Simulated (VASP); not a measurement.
Method: vdW-DF2, VASP's PBE PAW potentials (set 64) (plane waves; VASP).

The input files of a VASP run:

KPOINTS:
```
Automatic
0
gamma
  9 9 9
0 0 0
```

### INCAR
```
AGGAC=0.0
ALGO=Normal
EDIFF=1E-6
EDIFFG=-0.01
ENCUT=520
GGA=ML
IBRION=2
ISIF=3
ISMEAR=0
LASPH=.TRUE.
LCHARG=.FALSE.
LMAXMIX=4
LREAL=.FALSE.
LUSE_VDW=.TRUE.
LWAVE=.FALSE.
NELM=100
NSW=60
PREC=Accurate
SIGMA=0.05
SYSTEM=GaN
ZAB_VDW=-1.8867
```

POSCAR:
```
GaN
1
    0.0000000000     2.3228938344     2.3228938344
    2.3228938344     0.0000000000     2.3228938344
    2.3228938344     2.3228938344     0.0000000000
Ga N
1 1
Direct
  0.0000000000   0.0000000000   0.0000000000
  0.2500000000   0.2500000000   0.2500000000
```

POTCAR, in this order: Ga_d N (PBE.64 set). Program: vasp_std.

What VASP printed:

**OSZICAR**
```
       N       E                     dE             d eps       ncg     rms          rms(c)
DAV:   1     0.960468601895E+02    0.96047E+02   -0.98534E+03   966   0.240E+03
DAV:   2    -0.984198402086E+00   -0.97031E+02   -0.91245E+02  1040   0.356E+02
DAV:   3    -0.914773466458E+01   -0.81635E+01   -0.81049E+01  1000   0.926E+01
DAV:   4    -0.930014825406E+01   -0.15241E+00   -0.15224E+00  1090   0.137E+01
DAV:   5    -0.930247566858E+01   -0.23274E-02   -0.23274E-02   983   0.153E+00    0.898E+00
DAV:   6    -0.669534844287E+01    0.26071E+01   -0.92905E+00  1385   0.527E+01    0.284E+00
DAV:   7    -0.668639820438E+01    0.89502E-02   -0.49363E-01   918   0.116E+01    0.180E+00
DAV:   8    -0.668675114533E+01   -0.35294E-03   -0.16683E-01  1013   0.631E+00    0.121E+00
DAV:   9    -0.667557524977E+01    0.11176E-01   -0.33583E-02  1277   0.444E+00    0.387E-01
DAV:  10    -0.667621263595E+01   -0.63739E-03   -0.27287E-03   910   0.667E-01    0.852E-02
DAV:  11    -0.667607699683E+01    0.13564E-03   -0.56663E-04  1419   0.626E-01    0.211E-02
DAV:  12    -0.667608174419E+01   -0.47474E-05   -0.50490E-05   920   0.828E-02    0.393E-03
DAV:  13    -0.667608291046E+01   -0.11663E-05   -0.49097E-06   920   0.236E-02    0.166E-02
DAV:  14    -0.667608260356E+01    0.30691E-06   -0.56806E-07   495   0.811E-03
   1 F= -.66760826E+01 E0= -.66760826E+01  d E =-.667608E+01
```

File OUTCAR:
```
------------------------ aborting loop because EDIFF is reached ----------------------------------------
  FORCE on cell =-STRESS in cart. coord.  units (eV):
  Direction    XX          YY          ZZ          XY          YZ          ZX
  --------------------------------------------------------------------------------------
  Total       -0.0138854     -0.0138854     -0.0138854      0.0000000      0.0000000      0.0000000
  in kB       -0.8874666     -0.8874666     -0.8874666      0.0000000      0.0000000      0.0000000
  external PRESSURE =      -0.8874666 kB  Pullay stress =       0.0000000 kB
  volume of cell :       25.07
      direct lattice vectors                 reciprocal lattice vectors
     0.000000000  2.322893834  2.322893834    -0.215248752  0.215248752  0.215248752
     2.322893834  0.000000000  2.322893834     0.215248752 -0.215248752  0.215248752
     2.322893834  2.322893834  0.000000000     0.215248752  0.215248752 -0.215248752
  FREE ENERGIE OF THE ION-ELECTRON SYSTEM (eV)
  ---------------------------------------------------
  free  energy   TOTEN  =        -6.6760826036 eV

  energy  without entropy=       -6.6760826036  energy(sigma->0) =       -6.67608260

 reached required accuracy - stopping structural energy minimisation
```
(Selected blocks of OUTCAR.)

The compound is GaN in the zinc blende structure, a metastable form; wurtzite is the usual one. It was relaxed first, which changed the volume by +9 %. The start is the result of an earlier pass.
